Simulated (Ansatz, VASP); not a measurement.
**One calculation of Cs3TeCl, two programs**

The input INCAR:

```
ALGO = Fast ; EDIFF = 1E-6
ENCUT = 520 ; GGA = CA
ISIF = 2 ; ISMEAR = 0
LASPH = True ; LCHARG = False
LREAL = False ; LWAVE = False
NBANDS = 28 ; NELM = 100
PREC = Accurate ; SIGMA = 0.05
```

KPOINTS

```
k-points
0
Gamma
  4 4 4
```

File POSCAR:

```
Cs3TeCl
1.0
    6.9600000000      0.0000000000      0.0000000000
    0.0000000000      6.9600000000      0.0000000000
    0.0000000000      0.0000000000      6.9600000000
Te Cl Cs
1 1 3
Direct
    0.0000000000      0.0000000000      0.0000000000
    0.5000000000      0.5000000000      0.5000000000
    0.5000000000      0.5000000000      0.0000000000
    0.5000000000      0.0000000000      0.5000000000
    0.0000000000      0.5000000000      0.5000000000
```

Input for Ansatz:

```yaml
crystal:
  lattice:
    - [6.96, 0.0, 0.0]
    - [0.0, 6.96, 0.0]
    - [0.0, 0.0, 6.96]
  atoms:
    - { symbol: Te, position: [0.0, 0.0, 0.0] }
    - { symbol: Cl, position: [0.5, 0.5, 0.5] }
    - { symbol: Cs, position: [0.5, 0.5, 0.0] }
    - { symbol: Cs, position: [0.5, 0.0, 0.5] }
    - { symbol: Cs, position: [0.0, 0.5, 0.5] }
basis:
  ecutwfc: 420
kpoints:
  mp_grid: { grid: [4, 4, 4] }
hamiltonian:
  xc: lda
scf:
  occupations: { method: gaussian, width: 0.05 }
output:
  forces: true
  stress: true
  eigenvalues: true
```

The cell comes from a database or a generator and needn't be the stable form of this composition.

Alike in both runs: task single point; functional LDA; k mesh 4 × 4 × 4; occupations gaussian, width 0.05 eV; no spin polarisation.

```csv
,VASP,Ansatz
version,VASP 6.6.1,Ansatz 0.2.0
potentials or method,"VASP PAW LDA potentials, release 64 (Te, Cl, Cs_sv)","scalar-relativistic, plane waves, PAW"
plane-wave cutoff (eV),520,420
valence electrons in the cell,40,50
```

Ansatz gave:

| Property | Result |
| --- | --- |
| gap on the k mesh at the Fermi level (eV) | 0.74 |
| least direct gap on the mesh (eV) | 0.74 |
| pressure (GPa) | -2.3 |

Task: What did VASP give for the same quantities?

Result: gap on the k mesh at the Fermi level (eV): 0.75; least direct gap on the mesh (eV): 0.75; pressure (GPa): -2.3.

The two sets of potentials don't hold the same shells in valence.

Caveats: spin-orbit coupling is left out, which moves the levels of the heavy elements.
